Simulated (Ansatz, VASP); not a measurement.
# Cross-check of WC (Qusongite) between VASP and Ansatz

Wanted: the spread between two codes on one cell, functional and k mesh. The cell is taken from a series of runs on this material, whose earlier steps may have relaxed, scaled, displaced or heated it; both programs get it as it stands.

Program: Ansatz 0.2.0. Level of theory: plane waves, with VASP 6.6.1 beside it; zone-centre phonons at LDA. Results are calculated unless marked as measured.

## Step 1: Set-up

The structure is hexagonal, space group P-6m2 (No. 187). The conventional cell has a = 2.855 Å, b = 2.855 Å, c = 2.824 Å, α = 90.00°, β = 90.00°, γ = 120.00°. Nearest to C lie 6 W at 2.17 Å. W has 6 C at 2.17 Å nearest. Farther neighbours are not listed.

## Step 2: VASP: zone-centre phonons, LDA

Second derivatives magnify differences that forces hide, and they need a tight electronic threshold.

Lines of VASP's logs that name or quote its potential files are left out, and so is its time.

INCAR reads:

```
SYSTEM = WC
PREC = Accurate
ENCUT = 600
EDIFF = 1E-08
NELM = 120
ISMEAR = 1
SIGMA = 0.2
LREAL = .FALSE.
ALGO = Normal
GGA = CA
NBANDS = 11
LASPH = .TRUE.
LORBIT = 11
LWAVE = .FALSE.
LCHARG = .FALSE.
ISIF = 2
IBRION = 8
GGA_COMPAT = .FALSE.
KPAR = 2
```

POSCAR reads:

```
WC
1.0
    2.8550899896      0.0000000000      0.0000000000
   -1.4275449948      2.4725804611      0.0000000000
    0.0000000000      0.0000000000      2.8239068124
C W
1 1
Direct
    0.6666666667      0.3333333333      0.5000000000
    0.0000000000      0.0000000000      0.0000000000
```

KPOINTS reads:

```
Automatic mesh
0
Gamma
18 18 16
0 0 0
```

PAW data sets: C and W (LDA family, release 64).

On the command line:

```sh
$ mpirun -np 2 vasp_std
```

Numbers of over 12 decimals in the logs are rounded to 6 here.

The program printed:

```text
[banner, memory and clock lines left out]
running    2 mpi-ranks, on    1 nodes
 distrk:  each k-point on    1 cores,    2 groups
 distr:  one band on    1 cores,    1 groups

 POSCAR found type information on POSCAR C W
 POSCAR found :  2 types and       2 ions
 LDA part: xc-table for (Slater(with rela. corr.)+CA(PZ))
 , standard interpolation
 POSCAR, INCAR and KPOINTS ok, starting setup
 FFT: planning ... GRIDC
 FFT: planning ... GRID_SOFT
 FFT: planning ... GRID
 WAVECAR not read
 entering main loop
       N       E                     dE             d eps       ncg     rms          rms(c)
DAV:   1     0.241693060508E+02    0.24169E+02   -0.54993E+03  7334   0.927E+02
DAV:   2    -0.260609282026E+02   -0.50230E+02   -0.48109E+02  8684   0.204E+02
DAV:   3    -0.279449573828E+02   -0.18840E+01   -0.18688E+01  8991   0.338E+01
DAV:   4    -0.279541612736E+02   -0.92039E-02   -0.92020E-02  8009   0.281E+00
DAV:   5    -0.279541905929E+02   -0.29319E-04   -0.29319E-04  8805   0.162E-01    0.360E+01
DAV:   6    -0.249376369513E+02    0.30166E+01   -0.13835E+01  8420   0.224E+01    0.115E+01
DAV:   7    -0.248490342051E+02    0.88603E-01   -0.68678E-01  7488   0.673E+00    0.864E+00
DAV:   8    -0.248033103324E+02    0.45724E-01   -0.99947E-02  7997   0.239E+00    0.243E+00
DAV:   9    -0.247969868081E+02    0.63235E-02   -0.15353E-02  7935   0.790E-01    0.112E-01
DAV:  10    -0.247969034314E+02    0.83377E-04   -0.71842E-04  8322   0.236E-01    0.155E-01
DAV:  11    -0.247968920232E+02    0.11408E-04   -0.58600E-05  8438   0.540E-02    0.690E-03
DAV:  12    -0.247968912421E+02    0.78117E-06   -0.29576E-06  8196   0.120E-02    0.786E-03
DAV:  13    -0.247968912344E+02    0.77112E-08   -0.17722E-07  8280   0.415E-03    0.590E-04
DAV:  14    -0.247968912346E+02   -0.21555E-09   -0.50441E-09  4503   0.549E-04
   1 F= -.24796891E+02 E0= -.24796953E+02  d E =0.184179E-03
 Linear response reoptimize wavefunctions to high precision
DAV:   1    -0.247968912351E+02   -0.52955E-09   -0.14346E-09  6187   0.355E-04
DAV:   2    -0.247968912351E+02   -0.13642E-11   -0.58895E-11  3870   0.790E-05
 Linear response DOF=           4
 Linear response progress:
  Degree of freedom:   1/  4
       N       E                     dE             d eps       ncg     rms          rms(c)
RMM:   1    -0.120345979975E+00   -0.12035E+00    0.19994E-02 73778   0.208E+00
RMM:   2    -0.115907898868E+00    0.44381E-02   -0.23360E-03 50489   0.438E-01    0.221E-01
RMM:   3    -0.116153946068E+00   -0.24605E-03   -0.51245E-04 47854   0.152E-01    0.115E-01
RMM:   4    -0.116977723302E+00   -0.82378E-03   -0.36221E-04 48061   0.122E-01    0.257E-02
RMM:   5    -0.116951861072E+00    0.25862E-04   -0.44382E-06 52507   0.190E-02    0.106E-03
RMM:   6    -0.116963934779E+00   -0.12074E-04   -0.25826E-07 53009   0.222E-03    0.499E-04
RMM:   7    -0.116960860148E+00    0.30746E-05    0.91503E-08 53210   0.357E-04    0.744E-05
RMM:   8    -0.116961042191E+00   -0.18204E-06    0.54143E-08 55256   0.731E-05    0.344E-05
RMM:   9    -0.116960929685E+00    0.11251E-06    0.92150E-10 55530   0.218E-05    0.378E-06
RMM:  10    -0.116960917303E+00    0.12381E-07   -0.66585E-09 51665   0.857E-06    0.140E-06
RMM:  11    -0.116960913117E+00    0.41869E-08   -0.14597E-09 40954   0.724E-06    0.403E-07
 first order change of Fermi-energy   0.70590E-05
 force on displaced ion       1 direction 1 : -17.353   0.002   0.000
 Linear response progress:
  Degree of freedom:   2/  4
       N       E                     dE             d eps       ncg     rms          rms(c)
RMM:   1    -0.125041347324E+00   -0.12504E+00    0.36900E-02 26098   0.218E+00
RMM:   2    -0.121427912842E+00    0.36134E-02   -0.25887E-03 17889   0.474E-01    0.204E-01
RMM:   3    -0.121433187999E+00   -0.52752E-05   -0.95520E-04 16875   0.201E-01    0.974E-02
RMM:   4    -0.122355394689E+00   -0.92221E-03   -0.62884E-04 17373   0.149E-01    0.223E-02
RMM:   5    -0.122358674516E+00   -0.32798E-05   -0.12745E-05 18347   0.242E-02    0.320E-03
RMM:   6    -0.122387338599E+00   -0.28664E-04   -0.58492E-07 18235   0.544E-03    0.568E-04
RMM:   7    -0.122387300792E+00    0.37808E-07   -0.24632E-08 18910   0.746E-04    0.181E-04
RMM:   8    -0.122386553381E+00    0.74741E-06   -0.20974E-08 19041   0.923E-05    0.332E-05
RMM:   9    -0.122386454405E+00    0.98976E-07    0.56365E-10 19413   0.336E-05    0.108E-05
RMM:  10    -0.122386417731E+00    0.36674E-07   -0.17691E-09 19480   0.163E-05    0.764E-07
RMM:  11    -0.122386415609E+00    0.21224E-08   -0.35153E-09 15978   0.741E-06    0.400E-07
 first order change of Fermi-energy   0.26407E-03
 force on displaced ion       1 direction 3 :   0.000  -0.000 -15.950
 Linear response progress:
  Degree of freedom:   3/  4
       N       E                     dE             d eps       ncg     rms          rms(c)
RMM:   1    -0.110705243953E+00   -0.11071E+00   -0.84032E-02 64595   0.189E+00
RMM:   2    -0.107899295507E+00    0.28059E-02   -0.17846E-03 49607   0.328E-01    0.209E-01
RMM:   3    -0.106997056219E+00    0.90224E-03   -0.34161E-04 51883   0.111E-01    0.122E-01
RMM:   4    -0.106608804252E+00    0.38825E-03   -0.51203E-04 52006   0.137E-01    0.187E-02
RMM:   5    -0.106632087006E+00   -0.23283E-04    0.24150E-06 53974   0.146E-02    0.352E-03
RMM:   6    -0.106636929101E+00   -0.48421E-05   -0.18060E-07 53900   0.155E-03    0.114E-03
RMM:   7    -0.106637861990E+00   -0.93289E-06   -0.21107E-08 54325   0.687E-04    0.135E-04
RMM:   8    -0.106637197749E+00    0.66424E-06    0.94501E-09 56203   0.139E-04    0.204E-05
RMM:   9    -0.106637199329E+00   -0.15805E-08    0.11615E-08 56113   0.330E-05    0.483E-06
 first order change of Fermi-energy  -0.64975E-04
 force on displaced ion       2 direction 1 : -17.354   0.002   0.000
 Linear response progress:
  Degree of freedom:   4/  4
       N       E                     dE             d eps       ncg     rms          rms(c)
RMM:   1    -0.116865646401E+00   -0.11687E+00   -0.93238E-02 23644   0.194E+00
RMM:   2    -0.112985925666E+00    0.38797E-02   -0.22785E-03 17537   0.388E-01    0.175E-01
RMM:   3    -0.112406254747E+00    0.57967E-03   -0.21248E-04 18285   0.101E-01    0.969E-02
RMM:   4    -0.112370278820E+00    0.35976E-04   -0.33287E-04 18176   0.122E-01    0.133E-02
RMM:   5    -0.112389621506E+00   -0.19343E-04   -0.36100E-06 19109   0.136E-02    0.429E-03
RMM:   6    -0.112402159136E+00   -0.12538E-04    0.30685E-08 19027   0.159E-03    0.130E-03
RMM:   7    -0.112405046100E+00   -0.28870E-05    0.96265E-09 19073   0.690E-04    0.201E-04
RMM:   8    -0.112404967761E+00    0.78339E-07   -0.56960E-09 19656   0.958E-05    0.852E-05
RMM:   9    -0.112404578242E+00    0.38952E-06   -0.10702E-09 19765   0.482E-05    0.378E-06
RMM:  10    -0.112404572068E+00    0.61737E-08   -0.88535E-10 20014   0.133E-05    0.181E-06
 first order change of Fermi-energy  -0.57985E-03
 force on displaced ion       2 direction 3 :   0.000  -0.000 -15.953
 Linear response finished
```

From OUTCAR (step 2):

```text
ion  position               nearest neighbor table
   1  0.667  0.333  0.500-   2 2.17   2 2.17   2 2.17   2 2.17   2 2.17   2 2.17
   2  0.000  0.000  0.000-   1 2.17   1 2.17   1 2.17   1 2.17   1 2.17   1 2.17

  LATTYP: Found a hexagonal cell.
 ALAT       =     2.8550899896
 C/A-ratio  =     0.9890780405

 Subroutine GETGRP returns: Found 12 space group operations
 (whereof 12 operations were pure point group operations)

The static configuration has the point symmetry D_3h.

 Found    333 irreducible k-points:

   k-points           NKPTS =    333   k-points in BZ     NKDIM =    333   number of bands    NBANDS=     11

   dimension x,y,z NGX =    24 NGY =   24 NGZ =   24
   dimension x,y,z NGXF=    48 NGYF=   48 NGZF=   48

   ENCUT  =  600.0 eV  44.10 Ry    6.64 a.u.   5.70  5.70  5.64*2*pi/ulx,y,z

   NELECT =      10.0000    total number of electrons

 k-points in reciprocal lattice and weights: Automatic mesh
   0.00000000  0.00000000  0.00000000       0.000
   0.05555556  0.00000000  0.00000000       0.001
   0.11111111  0.00000000  0.00000000       0.001
   0.16666667 -0.00000000  0.00000000       0.001
   0.22222222  0.00000000  0.00000000       0.001
   0.27777778  0.00000000  0.00000000       0.001
   0.33333333  0.00000000  0.00000000       0.001
   0.38888889 -0.00000000  0.00000000       0.001
   0.44444444  0.00000000  0.00000000       0.001
[...]
0.33333333  0.27777778  0.50000000       0.002
   0.33333333  0.33333333  0.50000000       0.000

 average (electrostatic) potential at core
       1 -49.7165       2 -36.9606

  Total        1.2910199      1.2910199      0.1588502      0.0000000      0.0000000      0.0000000
  in kB      103.7583217    103.7583217     12.7666702      0.0000000      0.0000000      0.0000000
  external PRESSURE =      73.4277712 kB  Pullay stress =       0.0000000 kB

  energy-cutoff  :      600.00
  volume of cell :       19.94
      direct lattice vectors                 reciprocal lattice vectors
     2.855089990  0.000000000  0.000000000     0.350251657  0.202217889  0.000000000
    -1.427544995  2.472580461  0.000000000     0.000000000  0.404435777  0.000000000
     0.000000000  0.000000000  2.823906812     0.000000000  0.000000000  0.354119334

 POSITION                                       TOTAL-FORCE (eV/Angst)
 -----------------------------------------------------------------------------------
      1.42754      0.82419      1.41195         0.000000      0.000000      0.000000
      0.00000      0.00000      0.00000        -0.000000     -0.000000      0.000000
 -----------------------------------------------------------------------------------
    total drift:                               -0.000000      0.000000      0.000000

 Eigenvectors and eigenvalues of the dynamical matrix
 ----------------------------------------------------

   1 f  =   19.395062 THz   121.862768 2PiTHz  646.949625 cm-1    80.211495 meV
             X         Y         Z           dx          dy          dz
      1.427545  0.824193  1.411953     0.000000   -0.968850    0.000000
      0.000000  0.000000  0.000000     0.000000    0.247647    0.000000

   2 f  =   19.395062 THz   121.862768 2PiTHz  646.949625 cm-1    80.211495 meV
             X         Y         Z           dx          dy          dz
      1.427545  0.824193  1.411953     0.968850    0.000000   -0.000000
      0.000000  0.000000  0.000000    -0.247647   -0.000000    0.000000

   3 f  =   18.594386 THz   116.831973 2PiTHz  620.241956 cm-1    76.900167 meV
             X         Y         Z           dx          dy          dz
      1.427545  0.824193  1.411953     0.000000   -0.000000   -0.968847
      0.000000  0.000000  0.000000     0.000000   -0.000000    0.247661

   4 f/i=    0.000191 THz     0.001202 2PiTHz    0.006384 cm-1     0.000791 meV
             X         Y         Z           dx          dy          dz
      1.427545  0.824193  1.411953    -0.202935    0.141937    0.000000
      0.000000  0.000000  0.000000    -0.793929    0.555291    0.000000

   5 f/i=    0.000191 THz     0.001202 2PiTHz    0.006384 cm-1     0.000791 meV
             X         Y         Z           dx          dy          dz
      1.427545  0.824193  1.411953    -0.141937   -0.202935   -0.000000
      0.000000  0.000000  0.000000    -0.555291   -0.793929   -0.000000

   6 f/i=    0.000454 THz     0.002854 2PiTHz    0.015153 cm-1     0.001879 meV
             X         Y         Z           dx          dy          dz
      1.427545  0.824193  1.411953    -0.000000   -0.000000    0.247661
      0.000000  0.000000  0.000000    -0.000000   -0.000000    0.968847

 ELASTIC MODULI CONTR FROM IONIC RELAXATION (kBar)
 Direction    XX          YY          ZZ          XY          YZ          ZX
 --------------------------------------------------------------------------------
 XX        -197.0521    197.0521      0.0000     -0.0000      0.0000      0.0000
 YY         197.0521   -197.0521      0.0000      0.0000     -0.0000      0.0000
 ZZ           0.0000      0.0000      0.0000      0.0000      0.0000      0.0000
 XY          -0.0000      0.0000      0.0000   -197.0521     -0.0000      0.0000
 YZ           0.0000     -0.0000      0.0000     -0.0000     -0.0000      0.0000
 ZX           0.0000      0.0000      0.0000      0.0000      0.0000      0.0000
 --------------------------------------------------------------------------------
```

Energies printed during the response cycles are not total energies of the cell. The data set W keeps the semicore shell frozen, which is cheaper and a little less accurate.

(Continued in part 2 of 2.)

[Lines on the potential files, build, host, timing and source positions are cut from VASP's logs without a mark.]

[Logs are printed without paths, hosts, clocks, repeated set-up lines and the standing remarks that a program may print on its own settings, such as how far it seeks lower states.]

[Hosts, paths, dates, database ids (printed as entryN), source tags and the programs' standing remarks are cut or masked in the printed files.]
